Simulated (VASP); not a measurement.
# Rb3TaTe3 (Pm-3m) in VASP: single point with PBE

Aim: the single point of Rb3TaTe3 with PBE.

All numbers are computed with VASP 6.6.1; they aren't measurements. Logs are shortened: lines on timing, memory, paths and dates and some standing lists are left out, and cuts for length are marked.

## Step 1: The cell of the first run

The structure is cubic, space group Pm-3m (No. 221). The conventional cell has a = 7.232 Å, b = 7.232 Å, c = 7.232 Å, α = 90.00°, β = 90.00°, γ = 90.00°. Around Rb (site symmetry 4/mmm) lie 2 Ta at 3.62 Å and 4 Te at 3.62 Å. Around Ta (site symmetry m-3m) lie 6 Rb at 3.62 Å. Te (site symmetry 4/mmm) has 4 Rb at 3.62 Å as nearest neighbours.

The cell was built by a generator and needn't be a form met in nature.

## Step 2: Single point, PBE (species swapped into the La3GaBr3 type (Pm-3m, No. 221))

INCAR

```
SYSTEM = Rb3TaTe3
ALGO = Fast ; EDIFF = 1E-7
ENCUT = 520 ; GGA = PE
ISIF = 2 ; ISMEAR = 0
LASPH = .TRUE. ; LCHARG = .TRUE.
LELF = .TRUE. ; LREAL = .FALSE.
LVHAR = .TRUE. ; LWAVE = .FALSE.
NBANDS = 37 ; NELM = 100
PREC = Accurate ; SIGMA = 0.1
```

KPOINTS

```
k-points
0
G
  6 6 6
  0 0 0
```

POSCAR

```
Rb3TaTe3
1.0
    7.2318885588      0.0000000000      0.0000000000
    0.0000000000      7.2318885588      0.0000000000
    0.0000000000      0.0000000000      7.2318885588
Rb Ta Te
3 1 3
Direct
    0.0000000000      0.5000000000      0.5000000000
    0.5000000000      0.0000000000      0.5000000000
    0.5000000000      0.5000000000      0.0000000000
    0.5000000000      0.5000000000      0.5000000000
    0.0000000000      0.0000000000      0.5000000000
    0.5000000000      0.0000000000      0.0000000000
    0.0000000000      0.5000000000      0.0000000000
```

Potentials or basis: VASP PAW PBE potentials, release 64 (Rb_sv, Ta_pv, Te).

The run is started by

```bash
$ cat potpaw_PBE.64/Rb_sv/POTCAR potpaw_PBE.64/Ta_pv/POTCAR potpaw_PBE.64/Te/POTCAR > POTCAR
$ mpirun -np 1 vasp_std > vasp.out
```

OUTCAR:

```text
SYSTEM = Rb3TaTe3
   EDIFF = 1E-7
   ENCUT = 520
   GGA = PE
   ISIF = 2
   ISMEAR = 0
   LASPH = .TRUE.
   LREAL = .FALSE.
   NELM = 100
   PREC = Accurate

 ion  position               nearest neighbor table
   1  0.000  0.500  0.500-   4 3.62   5 3.62   7 3.62   7 3.62   5 3.62   4 3.62   3 5.11   2 5.11
                             2 5.11   2 5.11   3 5.11   3 5.11   3 5.11   2 5.11
   2  0.500  0.000  0.500-   4 3.62   5 3.62   6 3.62   6 3.62   4 3.62   5 3.62   3 5.11   1 5.11
                             3 5.11   1 5.11   3 5.11   1 5.11   3 5.11   1 5.11
   3  0.500  0.500  0.000-   4 3.62   6 3.62   7 3.62   4 3.62   6 3.62   7 3.62   2 5.11   2 5.11
                             2 5.11   1 5.11   2 5.11   1 5.11   1 5.11   1 5.11
   4  0.500  0.500  0.500-   1 3.62   2 3.62   3 3.62   3 3.62   2 3.62   1 3.62
   5  0.000  0.000  0.500-   1 3.62   2 3.62   1 3.62   2 3.62
   6  0.500  0.000  0.000-   2 3.62   3 3.62   2 3.62   3 3.62
   7  0.000  0.500  0.000-   1 3.62   3 3.62   1 3.62   3 3.62

  LATTYP: Found a simple cubic cell.
 ALAT       =     7.2318885588

  Lattice vectors:

 A1 = (   7.2318885588,   0.0000000000,   0.0000000000)
 A2 = (   0.0000000000,   7.2318885588,   0.0000000000)
 A3 = (   0.0000000000,   0.0000000000,   7.2318885588)

Analysis of symmetry for initial positions (statically):
=====================================================================
 Subroutine PRICEL returns:
 Original cell was already a primitive cell.

 Routine SETGRP: Setting up the symmetry group for a
 simple cubic supercell.

 Subroutine GETGRP returns: Found 48 space group operations
 (whereof 48 operations were pure point group operations)
 out of a pool of 48 trial point group operations.

The static configuration has the point symmetry O_h .

Analysis of symmetry for dynamics (positions and initial velocities):
=====================================================================
 Subroutine PRICEL returns:
 Original cell was already a primitive cell.

 Routine SETGRP: Setting up the symmetry group for a
 simple cubic supercell.

 Subroutine GETGRP returns: Found 48 space group operations
 (whereof 48 operations were pure point group operations)
 out of a pool of 48 trial point group operations.

The dynamic configuration has the point symmetry O_h .

 Subroutine INISYM returns: Found 48 space group operations
 (whereof 48 operations are pure point group operations),
 and found     1 'primitive' translations

----------------------------------------------------------------------------------------

                                     Primitive cell

  volume of cell :     378.2293

  direct lattice vectors                    reciprocal lattice vectors
     7.231888559  0.000000000  0.000000000     0.138276467  0.000000000  0.000000000
     0.000000000  7.231888559  0.000000000     0.000000000  0.138276467  0.000000000
     0.000000000  0.000000000  7.231888559     0.000000000  0.000000000  0.138276467

  length of vectors
     7.231888559  7.231888559  7.231888559     0.138276467  0.138276467  0.138276467

  position of ions in fractional coordinates (direct lattice)
     0.000000000  0.500000000  0.500000000
     0.500000000  0.000000000  0.500000000
     0.500000000  0.500000000  0.000000000
     0.500000000  0.500000000  0.500000000
     0.000000000  0.000000000  0.500000000
     0.500000000  0.000000000  0.000000000
     0.000000000  0.500000000  0.000000000

  ion indices of the primitive-cell ions
   primitive index   ion index
                 1           1
                 2           2
                 3           3
                 4           4
                 5           5
                 6           6
                 7           7

----------------------------------------------------------------------------------------

 KPOINTS: k-points

Automatic generation of k-mesh.
 Grid dimensions read from file:
 generate k-points for:    6    6    6

 Generating k-lattice:

  Cartesian coordinates                     Fractional coordinates (reciprocal lattice)
     0.023046078  0.000000000  0.000000000     0.166666667  0.000000000  0.000000000
     0.000000000  0.023046078  0.000000000     0.000000000  0.166666667  0.000000000
     0.000000000  0.000000000  0.023046078     0.000000000  0.000000000  0.166666667

  Length of vectors
     0.023046078  0.023046078  0.023046078

  Shift w.r.t. Gamma in fractional coordinates (k-lattice)
     0.000000000  0.000000000  0.000000000

 Subroutine IBZKPT returns following result:
 ===========================================

 Found     20 irreducible k-points:

 Following reciprocal coordinates:
            Coordinates               Weight
  0.000000  0.000000  0.000000      1.000000
  0.166667  0.000000  0.000000      6.000000
  0.333333  0.000000  0.000000      6.000000
  0.500000  0.000000  0.000000      3.000000
  0.166667  0.166667  0.000000     12.000000
  0.333333  0.166667  0.000000     24.000000
[... 12 lines left out ...]
  0.500000  0.500000  0.333333      6.000000
  0.500000  0.500000  0.500000      1.000000
   k-points           NKPTS =     20   k-points in BZ     NKDIM =     20   number of bands    NBANDS=     37
   number of dos      NEDOS =    301   number of ions     NIONS =      7
   total plane-waves  NPLWV = 157464
   dimension x,y,z NGX =    54 NGY =   54 NGZ =   54
   dimension x,y,z NGXF=   108 NGYF=  108 NGZF=  108
   ions per type =               3   1   3
   NGX,Y,Z   is equivalent  to a cutoff of  12.41, 12.41, 12.41 a.u.
   NGXF,Y,Z  is equivalent  to a cutoff of  24.83, 24.83, 24.83 a.u.
 SYSTEM =  Rb3TaTe3
   PREC   = accura    normal or accurate (medium, high low for compatibility)
   ISTART =      0    job   : 0-new  1-cont  2-samecut
   ICHARG =      2    charge: 1-file 2-atom 10-const
   ISPIN  =      1    spin polarized calculation?
   LNONCOLLINEAR =      F non collinear calculations
   LSORBIT =      F    spin-orbit coupling
   LASPH  =      T    aspherical Exc in radial PAW
   ENCUT  =  520.0 eV  38.22 Ry    6.18 a.u.  13.45 13.45 13.45*2*pi/ulx,y,z
   NELM   =    100;   NELMIN=  2; NELMDL= -5     # of ELM steps
   EDIFF  = 0.1E-06   stopping-criterion for ELM
   LREAL  =      F    real-space projection
   EDIFFG = 0.1E-05   stopping-criterion for IOM
   NSW    =      0    number of steps for IOM
   IBRION =     -1    ionic relax: 0-MD 1-quasi-New 2-CG
   NFREE  =      0    steps in history (QN), initial steepest desc. (CG)
   ISIF   =      2    stress and relaxation
   ISYM   =      2    0-nonsym 1-usesym 2-fastsym
   POTIM  = 0.5000    time-step for ionic-motion
   TEBEG  =    0.0;   TEEND  =   0.0 temperature during run
   PSTRESS=    0.0 pullay stress
   NELECT =      56.0000    total number of electrons
   NUPDOWN=      -1.0000    fix difference up-down
   EMIN   =  10.00;   EMAX   =-10.00  energy-range for DOS
   EFERMI =   0.00;   METHOD = LEGACY
   ISMEAR =     0;   SIGMA  =   0.10  broadening in eV -4-tet -1-fermi 0-gaus
   EFERMI_NEDOS =   21; number of points for ismear=-14 and -15
   IALGO  =     68    algorithm
   IMIX   =      4    mixing-type and parameters
     AMIX     =   0.40;   BMIX     =  1.00
     AMIX_MAG =   1.60;   BMIX_MAG =  1.00
  volume/ion in A,a.u.               =      54.03       364.63
  Fermi-wavevector in a.u.,A,eV,Ry     =   0.866069  1.636633 10.205395  0.750075
  Thomas-Fermi vector in A             =   1.984404
   LORBIT       =      0    0 simple, 1 ext, 2 COOP (PROOUT), +10 PAW based schemes
   GGA     = PE    functional components
   LHFCALC =     F    Hartree Fock is set to
   AEXX    =    0.0000 exact exchange contribution
   IVDW    =     0    specifies the selected vdW correction
   LEPSILON=     F    determine dielectric tensor
   LRPA    =     F    only Hartree local field effects (RPA)
 non-spin polarized calculation
 RMM-DIIS sequential band-by-band and
 Gauss-broadening in eV      SIGMA  =   0.10
  energy-cutoff  :      520.00
  volume of cell :      378.23
 maximum number of plane-waves:     10237
 NGX is ok and might be reduce to    54
   NGX = 27   NGY = 27   NGZ = 27

 number of electron      56.0000001 magnetization

 Free energy of the ion-electron system (eV)
  ---------------------------------------------------
  ext. energy  EPLUGINS =         0.00000000
  ---------------------------------------------------
  free energy    TOTEN  =       -16.33993876 eV

  energy without entropy =      -16.17583073  energy(sigma->0) =      -16.25788475

 E-fermi :  -0.1073     XC(G=0):  -6.9186

 val. band max:       -0.1075983850   @ k =   0.3333   0.3333   0.1667
 cond. band min:      -0.1013770882   @ k =   0.5000   0.1667   0.0000
 fundamental gap:      0.0062212969
 Fermi energy:        -0.1072612188

 k-point     1 :       0.0000    0.0000    0.0000
  band No.  band energies     occupation
      1     -35.8033      2.00000
      2     -35.8033      2.00000
      3     -35.8033      2.00000
      4     -26.3446      2.00000
      5     -26.3403      2.00000
      6     -26.3403      2.00000
[... 29 lines left out ...]
     36       3.4059      0.00000
     37       4.1532      0.00000

 k-point     2 :       0.1667    0.0000    0.0000
  band No.  band energies     occupation
      1     -35.8033      2.00000
      2     -35.8033      2.00000
      3     -35.8033      2.00000
      4     -26.3443      2.00000
      5     -26.3405      2.00000
      6     -26.3403      2.00000
[... 29 lines left out ...]
     36       3.2004      0.00000
     37       4.4528      0.00000

 k-point     3 :       0.3333    0.0000    0.0000
  band No.  band energies     occupation
      1     -35.8033      2.00000
      2     -35.8033      2.00000
      3     -35.8033      2.00000
      4     -26.3437      2.00000
      5     -26.3410      2.00000
      6     -26.3403      2.00000
[... 29 lines left out ...]
     36       2.9122      0.00000
     37       4.5483      0.00000

 k-point     4 :       0.5000    0.0000    0.0000
  band No.  band energies     occupation
      1     -35.8033      2.00000
      2     -35.8033      2.00000
      3     -35.8033      2.00000
      4     -26.3432      2.00000
      5     -26.3414      2.00000
      6     -26.3403      2.00000
[... 29 lines left out ...]
     36       2.7926      0.00000
     37       4.8161      0.00000
[... 523 lines left out ...]
      1     -35.8033      2.00000
      2     -35.8033      2.00000
      3     -35.8033      2.00000
      4     -26.3418      2.00000
      5     -26.3413      2.00000
      6     -26.3411      2.00000
[... 29 lines left out ...]
     36       2.4101      0.00000
     37       5.1162      0.00000

 k-point    19 :       0.5000    0.5000    0.3333
  band No.  band energies     occupation
      1     -35.8033      2.00000
      2     -35.8033      2.00000
      3     -35.8033      2.00000
      4     -26.3414      2.00000
      5     -26.3413      2.00000
      6     -26.3413      2.00000
[... 29 lines left out ...]
     36       2.2979      0.00000
     37       5.2222      0.00000

 k-point    20 :       0.5000    0.5000    0.5000
  band No.  band energies     occupation
      1     -35.8033      2.00000
      2     -35.8033      2.00000
      3     -35.8033      2.00000
      4     -26.3413      2.00000
      5     -26.3413      2.00000
      6     -26.3413      2.00000
[... 29 lines left out ...]
     36       2.2403      0.00000
     37       5.1332      0.00000

------------------------ aborting loop because EDIFF is reached ----------------------------------------

  FORCE on cell =-STRESS in cart. coord.  units (eV):
  Direction    XX          YY          ZZ          XY          YZ          ZX
  --------------------------------------------------------------------------------------
  -------------------------------------------------------------------------------------
  Total        0.0306619      0.0306619      0.0306619      0.0000000      0.0000000      0.0000000
  in kB        0.1298838      0.1298838      0.1298838      0.0000000      0.0000000      0.0000000
  external PRESSURE =       0.1298838 kB  Pullay stress =       0.0000000 kB

 VOLUME and BASIS-vectors are now :
 -----------------------------------------------------------------------------
  energy-cutoff  :      520.00
  volume of cell :      378.23
      direct lattice vectors                 reciprocal lattice vectors
     7.231888559  0.000000000  0.000000000     0.138276467  0.000000000  0.000000000
     0.000000000  7.231888559  0.000000000     0.000000000  0.138276467  0.000000000
     0.000000000  0.000000000  7.231888559     0.000000000  0.000000000  0.138276467

 POSITION                                       TOTAL-FORCE (eV/Angst)
 -----------------------------------------------------------------------------------
      0.00000      3.61594      3.61594         0.000000      0.000000      0.000000
      3.61594      0.00000      3.61594         0.000000      0.000000      0.000000
      3.61594      3.61594      0.00000         0.000000      0.000000      0.000000
      3.61594      3.61594      3.61594         0.000000      0.000000      0.000000
      0.00000      0.00000      3.61594         0.000000      0.000000      0.000000
      3.61594      0.00000      0.00000         0.000000      0.000000      0.000000
      0.00000      3.61594      0.00000         0.000000      0.000000      0.000000
 -----------------------------------------------------------------------------------
    total drift:                                0.000000      0.000000      0.000000

  FREE ENERGIE OF THE ION-ELECTRON SYSTEM (eV)
  ---------------------------------------------------
  free  energy   TOTEN  =       -16.3399387604 eV

  energy  without entropy=      -16.1758307304  energy(sigma->0) =      -16.25788475
```

It took 15 min on 1 thread of Intel Xeon Platinum 8259CL at 2.50GHz (Skylake/Cascade Lake), shared host; peak memory 0.56 GiB.

Results:

- Free energy: -16.3399 eV
- Pressure: 0.0 GPa
- Band gap on the k mesh: none (metal or under the smearing width)
